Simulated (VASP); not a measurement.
# Si (Fd-3m) in VASP: settings compared, part 2 of 2

VASP 6.6.1. The steps go on from the part before.

### Step 3. Electrostatic potential, PBE

This run uses another cell than the first one, of 20.44 Å³/atom, 1.016 times its volume.

The input, INCAR:

```
SYSTEM = Si
PREC     = Accurate       ! precision mode
ENCUT    = 520            ! plane-wave cutoff, eV
EDIFF    = 1E-6           ! SCF threshold, eV
ISMEAR   = 0              ! smearing method
SIGMA    = 0.02           ! smearing width, eV
LREAL    = .FALSE.        ! projectors in reciprocal space
LASPH    = .TRUE.         ! aspherical terms in the spheres
NELM     = 60             ! most SCF steps
ALGO     = Fast           ! electronic algorithm
ISIF     = 2              ! what is computed and relaxed
LWAVE    = .FALSE.        ! write WAVECAR
LCHARG   = .TRUE.         ! write CHGCAR
GGA      = PE             ! functional
LVHAR    = .TRUE.       
KPAR     = 4
```

The input, KPOINTS:

```
regular mesh
0
G
  10 10 10
  0 0 0
```

The input, POSCAR:

```
Si                                      
1.0
    0.0000000000      2.7343105175      2.7343105175
    2.7343105175      0.0000000000      2.7343105175
    2.7343105175      2.7343105175      0.0000000000
  Si            
     2
Direct
     0.0000000000000000    0.0000000000000000    0.0000000000000000
     0.2500000000000000    0.2500000000000000    0.2500000000000000
```

Potentials or basis: VASP PAW PBE potentials, release 64 (Si).

On the command line:

```console
cat potpaw_PBE.64/Si/POTCAR > POTCAR
mpirun -np 4 vasp_std > vasp.out
```

It took 3.6 s on 4 MPI ranks of Intel Xeon 6975P-C (Granite Rapids), shared host; peak memory 0.15 GiB.

The run converged. Its results:

```yaml
Free_energy: -10.8492 eV
Pressure: 0.0 GPa
Band_gap_on_the_k_mesh: 0.62 eV, indirect (least direct gap 2.56 eV)
```

Levels at points of the mesh, in eV from the valence-band top:
```csv
k point,band 2,band 3,band 4,band 5,band 6,band 7
"(0.00, 0.00, 0.00)",0.00,0.00,0.00,2.56,2.56,2.56
"(0.50, 0.00, 0.00)",-6.87,-1.18,-1.18,1.47,3.35,3.35
"(0.50, 0.50, 0.00)",-7.75,-2.79,-2.79,0.75,0.75,9.94
```

### Step 4. Electrostatic potential, PBE, non-collinear spin, zero start, spin-orbit coupling

This run uses another cell than the first one, of 20.44 Å³/atom, 1.016 times its volume.

INCAR: that of step 3 with these lines changed.

```diff
@@ -13,2 +13,6 @@
 LCHARG   = .TRUE.         ! write CHGCAR
+MAGMOM   = 0 0 0 0 0 0    ! initial moments
+LORBIT   = 11             ! projections on sites
+LSORBIT  = .TRUE.         ! spin-orbit coupling
+GGA_COMPAT= .FALSE.      
 GGA      = PE             ! functional
```

KPOINTS is that of step 3.

POSCAR is that of step 3.

Potentials or basis: VASP PAW PBE potentials, release 64 (Si).

On the command line:

```console
cat potpaw_PBE.64/Si/POTCAR > POTCAR
mpirun -np 4 vasp_ncl > vasp.out
```

OUTCAR:

```text
SYSTEM = Si
   PREC = Accurate
   ENCUT = 520
   EDIFF = 1E-6
   ISMEAR = 0
   LREAL = .FALSE.
   LASPH = .TRUE.
   NELM = 60
   ISIF = 2
   LORBIT = 11
   LSORBIT = .TRUE.
   GGA = PE

 ion  position               nearest neighbor table
   1  0.000  0.000  0.000-   2 2.37   2 2.37   2 2.37   2 2.37
   2  0.250  0.250  0.250-   1 2.37   1 2.37   1 2.37   1 2.37

  LATTYP: Found a face centered cubic cell.
 ALAT       =     5.4686210350

  Lattice vectors:

[... 730 lines left out ...]
     0.0000000     0.0000000     0.0000000     0.0000000     0.0000000
     0.0000000     0.0000000     0.0000000     0.0000000     0.0000000
     0.0000000     0.0000000     0.0000000     0.0000000     0.0000000
 l=   3
     0.0000000     0.0000000     0.0000000     0.0000000     0.0000000     0.0000000     0.0000000
     0.0000000     0.0000000     0.0000000     0.0000000     0.0000000     0.0000000     0.0000000
     0.0000000     0.0000000     0.0000000     0.0000000     0.0000000     0.0000000     0.0000000
     0.0000000     0.0000000     0.0000000     0.0000000     0.0000000     0.0000000     0.0000000
     0.0000000     0.0000000     0.0000000     0.0000000     0.0000000     0.0000000     0.0000000
     0.0000000     0.0000000     0.0000000     0.0000000     0.0000000     0.0000000     0.0000000
     0.0000000     0.0000000     0.0000000     0.0000000     0.0000000     0.0000000     0.0000000

 total charge

# of ion       s       p       d       tot
------------------------------------------
    1        0.751   0.928   0.000   1.679
    2        0.751   0.928   0.000   1.679
--------------------------------------------------
tot          1.502   1.856   0.000   3.358

 magnetization (x)

# of ion       s       p       d       tot
------------------------------------------
    1       -0.000  -0.000   0.000  -0.000
    2       -0.000   0.000   0.000  -0.000
--------------------------------------------------
tot         -0.000   0.000   0.000  -0.000

 magnetization (y)

# of ion       s       p       d       tot
------------------------------------------
    1        0.000   0.000   0.000   0.000
    2        0.000   0.000   0.000   0.000
--------------------------------------------------
tot          0.000   0.000   0.000   0.000

 magnetization (z)

# of ion       s       p       d       tot
------------------------------------------
    1        0.000  -0.000   0.000  -0.000
    2       -0.000  -0.000   0.000  -0.000
--------------------------------------------------
tot         -0.000  -0.000   0.000  -0.000
```

OSZICAR:

```text
N       E                     dE             d eps       ncg     rms          rms(c)
DAV:   1     0.110029905824E+02    0.11003E+02   -0.29296E+03  1504   0.797E+02
DAV:   2    -0.101154958616E+02   -0.21118E+02   -0.19090E+02  2072   0.116E+02
DAV:   3    -0.110065074242E+02   -0.89101E+00   -0.88204E+00  2032   0.215E+01
DAV:   4    -0.110175742921E+02   -0.11067E-01   -0.11065E-01  1800   0.299E+00
DAV:   5    -0.110177673005E+02   -0.19301E-03   -0.19300E-03  1936   0.375E-01    0.475E+00
RMM:   6    -0.109015847869E+02    0.11618E+00   -0.45821E-02  1512   0.133E+00    0.289E+00
RMM:   7    -0.108476063961E+02    0.53978E-01   -0.10813E-01  1629   0.219E+00    0.189E-01
RMM:   8    -0.108490058851E+02   -0.13995E-02   -0.65292E-03  1635   0.666E-01    0.150E-01
RMM:   9    -0.108494158936E+02   -0.41001E-03   -0.11593E-03  1706   0.271E-01    0.925E-02
RMM:  10    -0.108494989997E+02   -0.83106E-04   -0.17167E-04  1724   0.116E-01    0.399E-02
RMM:  11    -0.108495257328E+02   -0.26733E-04   -0.63842E-05  1627   0.680E-02    0.113E-02
RMM:  12    -0.108495269707E+02   -0.12379E-05   -0.12121E-05  1789   0.319E-02    0.551E-03
RMM:  13    -0.108495272245E+02   -0.25377E-06   -0.22335E-06  1521   0.136E-02
   1 F= -.10849527E+02 E0= -.10849527E+02  d E =-.385649E-12  mag=    -0.0000    -0.0000    -0.0000
```

stdout:

```text
POSCAR found type information on POSCAR Si
 POSCAR found :  1 types and       2 ions
 scaLAPACK will be used
 LDA part: xc-table for (Slater+PW92), standard interpolation
 POSCAR, INCAR and KPOINTS ok, starting setup
 FFT: planning ... GRIDC
 FFT: planning ... GRID_SOFT
 FFT: planning ... GRID
 WAVECAR not read
 entering main loop
```

Run time: 16 s. Hardware: 4 MPI ranks of Intel Xeon 6975P-C (Granite Rapids), shared host; peak memory 0.27 GiB.

Results:

- Free energy: -10.8495 eV
- Pressure: 0.0 GPa
- Net moment: 0.00 μB per cell
- Valence electrons inside the program's atomic spheres: Si 1.68

Moments on the atoms (μB; x, y, z):
```
Si  0.00 0.00 0.00
Si  0.00 0.00 0.00
```

### Step 5. Electrostatic potential, HSE06

This run uses another cell than the first one, of 20.44 Å³/atom, 1.016 times its volume.

POSCAR is that of step 4.

The input, INCAR.step1:

```
SYSTEM = Si
PREC     = Accurate       ! precision mode
ENCUT    = 520            ! plane-wave cutoff, eV
EDIFF    = 1E-5           ! SCF threshold, eV
ISMEAR   = 0              ! smearing method
SIGMA    = 0.02           ! smearing width, eV
LREAL    = .FALSE.        ! projectors in reciprocal space
LASPH    = .TRUE.         ! aspherical terms in the spheres
NELM     = 60             ! most SCF steps
ALGO     = Normal         ! electronic algorithm
ISIF     = 2              ! what is computed and relaxed
LWAVE    = .TRUE.         ! write WAVECAR
GGA      = PE             ! functional
KPAR     = 4
```

The input, INCAR.step2:

```
SYSTEM = Si
PREC     = Accurate       ! precision mode
ENCUT    = 520            ! plane-wave cutoff, eV
EDIFF    = 1E-6           ! SCF threshold, eV
ISMEAR   = 0              ! smearing method
SIGMA    = 0.02           ! smearing width, eV
LREAL    = .FALSE.        ! projectors in reciprocal space
LASPH    = .TRUE.         ! aspherical terms in the spheres
NELM     = 60             ! most SCF steps
ALGO     = Normal         ! electronic algorithm
ISIF     = 2              ! what is computed and relaxed
LWAVE    = .FALSE.        ! write WAVECAR
LCHARG   = .TRUE.         ! write CHGCAR
GGA      = PE             ! functional
LHFCALC  = .TRUE.         ! exact exchange
HFSCREEN = 0.2            ! screening, 1/A
PRECFOCK = Fast         
LVHAR    = .TRUE.       
ISTART   = 1            
KPAR     = 4
```

The input, KPOINTS:

```
regular mesh
0
G
  6 6 6
  0 0 0
```

On the command line:

```console
cat potpaw_PBE.64/Si/POTCAR > POTCAR
cp INCAR.step1 INCAR
mpirun -np 4 vasp_std > vasp.out
cp INCAR.step2 INCAR
mpirun -np 4 vasp_std > vasp.out
```

Run time: 34 s. Hardware: 4 MPI ranks of Intel Xeon 6975P-C (Granite Rapids), shared host; peak memory 0.25 GiB.

The run converged. Its results:

- Free energy: -12.5631 eV
- Pressure: -1.8 GPa
- Band gap on the k mesh: 1.35 eV, indirect (least direct gap 3.33 eV)

Levels at points of the mesh, in eV from the valence-band top:
```tsv
k point	band 2	band 3	band 4	band 5	band 6	band 7
(0.00, 0.00, 0.00)	0.00	0.00	0.00	3.33	3.33	3.33
(0.50, 0.00, 0.00)	-7.61	-1.29	-1.29	2.18	4.16	4.16
(0.50, 0.50, 0.00)	-8.60	-3.08	-3.08	1.35	1.35	11.32
```

Caveat: the PAW data sets were made with another functional, which shifts forces and pressure a little. A k mesh can miss the band edges.

### Step 6. Electrostatic potential, r2SCAN

This run uses another cell than the first one, of 20.44 Å³/atom, 1.016 times its volume.

The input, INCAR:

```
SYSTEM = Si
PREC     = Accurate       ! precision mode
ENCUT    = 520            ! plane-wave cutoff, eV
EDIFF    = 1E-6           ! SCF threshold, eV
ISMEAR   = 0              ! smearing method
SIGMA    = 0.02           ! smearing width, eV
LREAL    = .FALSE.        ! projectors in reciprocal space
LASPH    = .TRUE.         ! aspherical terms in the spheres
NELM     = 60             ! most SCF steps
ALGO     = Normal         ! electronic algorithm
ISIF     = 2              ! what is computed and relaxed
LWAVE    = .FALSE.        ! write WAVECAR
LCHARG   = .TRUE.         ! write CHGCAR
METAGGA  = R2SCAN         ! meta-GGA
LMIXTAU  = .TRUE.       
LVHAR    = .TRUE.       
KPAR     = 4
```

The input, KPOINTS:

```
regular mesh
0
G
  10 10 10
  0 0 0
```

POSCAR is that of step 5.

Potentials or basis: VASP PAW PBE potentials, release 64 (Si).

On the command line:

```console
cat potpaw_PBE.64/Si/POTCAR > POTCAR
mpirun -np 4 vasp_std > vasp.out
```

Run time: 12 s. Hardware: 4 MPI ranks of Intel Xeon 6975P-C (Granite Rapids), shared host; peak memory 0.15 GiB.

It converged, with:

- Free energy: -17.5469 eV
- Pressure: -1.5 GPa
- Band gap on the k mesh: 0.81 eV, indirect (least direct gap 2.75 eV)

Levels at points of the mesh, in eV from the valence-band top:
```csv
k point,band 1,band 2,band 3,band 4,band 5,band 6,band 7,band 8
"(0.00, 0.00, 0.00)",-12.38,0.00,0.00,0.00,2.75,2.75,2.75,3.73
"(0.50, 0.00, 0.00)",-9.98,-7.17,-1.25,-1.25,1.80,3.60,3.60,8.30
"(0.50, 0.50, 0.00)",-8.09,-8.09,-2.95,-2.95,0.96,0.96,10.69,10.69
```

Caveat: the PAW data sets were made with another functional, which shifts forces and pressure a little. r2SCAN opens gaps a little over a GGA but as a rule still falls short of measured ones.

### Step 7. The runs side by side

```tsv
task	level	spin	cell	k mesh	cutoff (eV)	grid for exact exchange (PRECFOCK)	screening parameter	gap on the mesh (eV)	pressure (GPa)
relaxation of cell and atoms	PBE	off	relaxed	10 × 10 × 10	600	-	-	0.62	0.0
electrostatic potential	PBE	off	Fd-3m, 20.44 Å³/atom	10 × 10 × 10	520	-	-	0.62	0.0
electrostatic potential	PBE	non-collinear, zero start, SOC	Fd-3m, 20.44 Å³/atom	10 × 10 × 10	520	-	-	-	0.0
electrostatic potential	HSE06	off	Fd-3m, 20.44 Å³/atom	6 × 6 × 6	520	Fast	0.2 1/A	1.35	-1.8
electrostatic potential	r2SCAN	off	Fd-3m, 20.44 Å³/atom	10 × 10 × 10	520	-	-	0.81	-1.5
```

Alike in all rows: potentials or basis VASP PAW PBE potentials, release 64 (Si); smearing gaussian 0.02 eV.

On the cell as given the gap runs from 0.62 eV (PBE) to 1.35 eV (HSE06); the meshes differ, which moves gaps too. The pressure there spans -1.8 GPa (HSE06) to 0.0 GPa (PBE); a positive pressure means that this level wants a larger cell, a negative one a smaller.

Caveats: the PAW data sets were made with another functional, which shifts forces and pressure a little (some runs).

Absolute energies hang on the potentials; compare differences alone.
